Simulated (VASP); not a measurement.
```
CELL_PARAMETERS angstrom
      1.69772    -2.94053     0.00000
      1.69772     2.94053     0.00000
      0.00000     0.00000    13.48315
ATOMIC_POSITIONS crystal
  W  0.33333 0.66667 0.25000
  W  0.66667 0.33333 0.75000
  Se 0.33333 0.66667 0.87754
  Se 0.66667 0.33333 0.37754
  Se 0.66667 0.33333 0.12246
  Se 0.33333 0.66667 0.62246
```

These are optB88-vdW, VASP's PBE PAW potentials (set 64) (plane waves; VASP) values and carry that method's errors. Settings: 520 eV cut-off, 8×8×2 Γ-centred mesh, Gaussian smearing of 0.050 eV, potentials W_sv Se.

The ions and cell shape at fixed volume are relaxed. Predict the relaxed structure.

```
CELL_PARAMETERS angstrom
      1.67446    -2.90026     0.00000
      1.67446     2.90026     0.00000
      0.00000     0.00000    13.86026
ATOMIC_POSITIONS crystal
  W  0.33333 0.66667 0.25000
  W  0.66667 0.33333 0.75000
  Se 0.33333 0.66667 0.87154
  Se 0.66667 0.33333 0.37154
  Se 0.66667 0.33333 0.12846
  Se 0.33333 0.66667 0.62846
```
Space group P6_3/mmc (194), at a tolerance of 0.03 Å.

How much energy does the relaxation gain?

The energy (σ→0) changes by -20.4 meV/atom, in 8 ionic steps.

```tsv
step	E(σ→0) (eV)	max force (eV/Å)	pressure (GPa)	volume (Å³)
1	-29.8436	0.813	-6.51	134.62
2	-29.9153	0.137	-3.83	134.62
3	-29.9156	0.085	-3.62	134.62
4	-29.9480	0.036	-2.71	134.62
5	-29.9659	0.037	-1.30	134.62
6	-29.9659	0.039	-1.25	134.62
7	-29.9660	0.025	-1.50	134.62
8	-29.9661	0.002	-1.40	134.62
```

The compound is WSe2 in the 2H layered structure. This cell is one point of a volume scan, at 1.06 of the reference volume. Symmetry was kept, so distortions that lower it aren't found.
